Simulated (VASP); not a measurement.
Data:

```xyz
4
Lattice="1.2579 -2.1787 0.0000 1.2579 2.1787 0.0000 0.0000 0.0000 8.0826" Properties=species:S:1:pos:R:3 pbc="T T T"
C      1.2579    -2.1787     2.0207
C      1.2579     2.1787     6.0620
C      1.2579     0.7262     2.0207
C      1.2579    -0.7262     6.0620
```

All values below come from PBE GGA, VASP's PBE PAW potentials (set 64) (plane waves; VASP). Numerical set-up: 520 eV cut-off, 10×10×3 Γ-centred mesh, Gaussian smearing of 0.050 eV, potentials C.

Without a dispersion term in the relaxation, distances and binding between the weakly bound layers, chains or molecules are unreliable, and so is what depends on them.

Task: The ions and cell shape at fixed volume are relaxed. What does this cell relax into?

Result: 
```xyz
4
Lattice="1.2338 -2.1371 0.0000 1.2338 2.1371 0.0000 0.0000 0.0000 8.4005" Properties=species:S:1:pos:R:3 pbc="T T T"
C      0.0000     0.0000     2.1001
C      0.0000     0.0000     6.3004
C      1.2338     0.7124     2.1001
C      1.2338    -0.7124     6.3004
```
Space group P6_3/mmc (194), at a tolerance of 0.03 Å.

Task: How much energy does the relaxation gain?

Result: The energy (σ→0) changes by -24.9 meV/atom, in 3 ionic steps.

The compound is C in the graphite structure. This cell is one point of a volume scan, at 1.06 of the reference volume. Symmetry was kept, so distortions that lower it aren't found.
